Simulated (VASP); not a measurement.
Input:

```
PbO2
1.0
    4.61142     0.00000     0.00000
    0.00000     4.61142     0.00000
    0.00000     0.00000     3.36661
Pb O
2 4
Direct
  0.00000   0.00000   0.00000
  0.50000   0.50000   0.50000
  0.30820   0.30820   0.00000
  0.80820   0.19180   0.50000
  0.19180   0.80820   0.50000
  0.69180   0.69180   0.00000
```

All values below come from LDA (Ceperley-Alder, Perdew-Zunger), VASP's LDA PAW potentials (set 64) (plane waves; VASP). Numerical set-up: 620 eV cut-off, 7×7×9 Γ-centred mesh, first-order Methfessel-Paxton smearing of 0.10 eV, potentials Pb_d O.

Unless said otherwise, spin-orbit coupling is left out, though it shifts the bands of the heavy elements here.

Q: Predict the energy per atom (σ→0), pressure, band gap (on the k-mesh) with the smallest direct gap where there is one.

A: 
- band gap (on the k-mesh) = none (metal, semimetal or under 0.01 eV)
- energy per atom (σ→0) = -5.956 eV/atom
- pressure = 29.98 GPa

Only differences to runs with the same potentials and settings are physical.

The compound is PbO2 in the rutile structure. It was relaxed first under an external pressure of 30 GPa.
